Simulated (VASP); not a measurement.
Be4TeSe3:

```
CELL_PARAMETERS angstrom
3.69000 0.00000 0.00000
0.00000 3.69000 0.00000
0.00000 0.00000 10.42000
ATOMIC_POSITIONS crystal
Be 0.50000 0.00000 0.38000
Be 0.00000 0.50000 0.62000
Be 0.00000 0.50000 0.13700
Be 0.50000 0.00000 0.86300
Te 0.00000 0.00000 0.00000
Se 0.50000 0.50000 0.26000
Se 0.00000 0.00000 0.50000
Se 0.50000 0.50000 0.74000
```

The cell was built by a generator and needn't be a form met in nature.

- Program: VASP 6.6.1
- Task: relaxation of cell and atoms
- Functional: PBE
- Potentials or basis: VASP PAW PBE potentials, release 64 (Be, Te, Se)
- Cutoff: 520 eV
- k mesh: 4 × 4 × 2
- Occupations: gaussian, width 0.15 eV
- Spin: no spin polarisation

At the start: pressure 4.3 GPa; volume 17.73 Å³/atom.

Problem. How do energy, volume and symmetry change on relaxing?

Solution. Over 8 steps the energy falls by 15.4 meV/atom and the volume is 18.79 Å³/atom (+5.9 %); space group P-4m2 (No. 115, to 0.05 Å).

Step by step:
| step | energy change (eV) | largest force (eV/Å) | pressure (GPa) | volume (Å³) |
| --- | --- | --- | --- | --- |
| 1 | 0.0000 | 0.5062 | 4.34 | 141.88 |
| 2 | -0.1160 | 0.1016 | -1.45 | 151.98 |
| 3 | -0.1203 | 0.1750 | 0.06 | 149.90 |
| 4 | -0.1203 | 0.1659 | -0.11 | 150.18 |
| 5 | -0.1203 | 0.1598 | -0.07 | 150.35 |
| 6 | -0.1190 | 0.1311 | -0.56 | 151.16 |
| 7 | -0.1202 | 0.1528 | -0.25 | 150.53 |
| 8 | -0.1230 | 0.0705 | -0.22 | 150.30 |

Final structure:
```xyz
8
Lattice="3.7702 0.0000 0.0000 0.0000 3.7702 0.0000 0.0000 0.0000 10.5740" Properties=species:S:1:pos:R:3 pbc="T T T"
Be    1.8851    0.0000    4.0163
Be    3.7702    1.8851    6.5577
Be    3.7702    1.8851    1.4781
Be    1.8851    0.0000    9.0959
Te    3.7702    0.0000   10.5740
Se    1.8851    1.8851    2.7416
Se    3.7702    0.0000    5.2870
Se    1.8851    1.8851    7.8324
```

Caveat: the k mesh is coarse (spacing up to 0.43 Å⁻¹), so the values aren't converged.
